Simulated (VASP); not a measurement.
Crystal: ZnO.

```
Zn O
1.0
     3.24931    0.00000    0.00000
    -1.62465    2.81398    0.00000
     0.00000    0.00000    5.20571
Zn O
2 2
Cartesian
  0.0000 1.8760 2.6029
  1.6247 0.9380 0.0000
  1.6247 0.9380 1.9730
  0.0000 1.8760 4.5759
```

```yaml
Program: VASP 6.6.1
Task: relaxation of cell and atoms
Functional: PBE
Potentials_or_basis: VASP PAW PBE potentials, release 64 (Zn, O)
Cutoff: 520 eV
k_mesh: 12 × 12 × 6
Occupations: gaussian, width 0.02 eV
Spin: no spin polarisation
```

At the start: pressure 6.0 GPa; volume 11.90 Å³/atom.

Q: Where does the relaxation end?

A: Over 3 steps the energy falls by 9.4 meV/atom and the volume is 12.41 Å³/atom (+4.3 %); space group P6_3mc (No. 186, to 0.05 Å).

Step by step:
| step | energy change (eV) | largest force (eV/Å) | pressure (GPa) | volume (Å³) |
| --- | --- | --- | --- | --- |
| 1 | 0.0000 | 0.0740 | 6.01 | 47.60 |
| 2 | -0.0277 | 0.0274 | -2.75 | 50.74 |
| 3 | -0.0376 | 0.0007 | 0.01 | 49.63 |

Final structure:
```xyz
4
Lattice="3.2904 0.0000 0.0000 -1.6452 2.8496 0.0000 0.0000 0.0000 5.2930" Properties=species:S:1:pos:R:3 pbc="T T T"
Zn    0.0000    1.8997    2.6441
Zn    1.6452    0.9499    5.2906
O     1.6452    0.9499    2.0085
O     0.0000    1.8997    4.6550
```
